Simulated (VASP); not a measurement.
LiF:

```
Li F
1.0
     0.00000    2.01000    2.01000
     2.01000    0.00000    2.01000
     2.01000    2.01000    0.00000
Li F
1 1
Direct
  0.00000 0.00000 0.00000
  0.50000 0.50000 0.50000
```

The cell was built by a generator and needn't be a form met in nature.

```yaml
Program: VASP 6.6.1
Task: relaxation of cell and atoms
Functional: r2SCAN
Potentials_or_basis: VASP PAW PBE potentials, release 64 (Li_sv, F)
Cutoff: 600 eV
k_mesh: 12 × 12 × 12
Occupations: gaussian, width 0.02 eV
Spin: no spin polarisation
```

At the start: pressure -2.8 GPa; volume 8.12 Å³/atom.

Task: Where does the relaxation end?

Result: Over 4 steps the energy falls by 2.7 meV/atom and the volume is 7.84 Å³/atom (-3.4 %); space group Fm-3m (No. 225, to 0.05 Å).

The path:
| step | energy change (eV) | largest force (eV/Å) | pressure (GPa) | volume (Å³) |
| --- | --- | --- | --- | --- |
| 1 | 0.0000 | 0.0000 | -2.78 | 16.24 |
| 2 | -0.0044 | 0.0000 | -1.27 | 15.91 |
| 3 | -0.0053 | 0.0000 | -0.42 | 15.76 |
| 4 | -0.0054 | 0.0000 | -0.01 | 15.69 |

Final structure:
```
Li F
1.0
     0.00000    1.98683    1.98683
     1.98683    0.00000    1.98683
     1.98683    1.98683    0.00000
Li F
1 1
Direct
  0.00000 0.00000 0.00000
  0.50000 0.50000 0.50000
```

Caveat: the cutoff is under 1.25 times the usual one of these potentials, so pressure, stress and relaxed cells hold a basis-set (Pulay) error; the PAW data sets were made with another functional, which shifts forces and pressure a little.
